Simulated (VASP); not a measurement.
Cd₃ZnS₄ (ordered alloy cell): computed properties

Level of theory: PBEsol GGA, VASP's PBE PAW potentials (set 64) (plane waves; VASP 6.6.1).

```yaml
space_group: P3m1 (156)
cell: a = b = 4.027 Å, c = 13.268 Å, α = β = 90.00°, γ = 120.00°
volume_per_atom: 23.29 Å^3/atom
band gap (over mesh and band path): 1.17 eV
smallest direct gap (over mesh and band path): 1.17 eV
band_edge_character: direct, Γ to Γ
density: 4.73 g/cm³
```

```cif
data_Cd3S4Zn
_chemical_formula_sum 'Zn1 Cd3 S4'
_space_group_name_H-M_alt 'P3m1'
_space_group_IT_number 156
_space_group_name_Hall 'P 3 -2"'
_cell_length_a 4.02693
_cell_length_b 4.02693
_cell_length_c 13.26820
_cell_angle_alpha 90.000
_cell_angle_beta 90.000
_cell_angle_gamma 120.000
loop_
_atom_site_label
_atom_site_type_symbol
_atom_site_symmetry_multiplicity
_atom_site_Wyckoff_symbol
_atom_site_fract_x
_atom_site_fract_y
_atom_site_fract_z
_atom_site_occupancy
Zn1 Zn 1 a 0.00000 0.00000 0.24977 1
Cd1 Cd 1 c 0.66667 0.33333 0.01071 1
Cd2 Cd 1 a 0.00000 0.00000 0.75178 1
Cd3 Cd 1 c 0.66667 0.33333 0.49315 1
S1 S 1 a 0.00000 0.00000 0.42444 1
S2 S 1 c 0.66667 0.33333 0.20075 1
S3 S 1 a 0.00000 0.00000 0.94098 1
S4 S 1 c 0.66667 0.33333 0.68241 1
```

The structure was generated: Cd3ZnS4 was put into an ordered model structure (P3m1), which need not be its known phase. It was relaxed first. Symmetry was kept, so distortions that lower it aren't found.
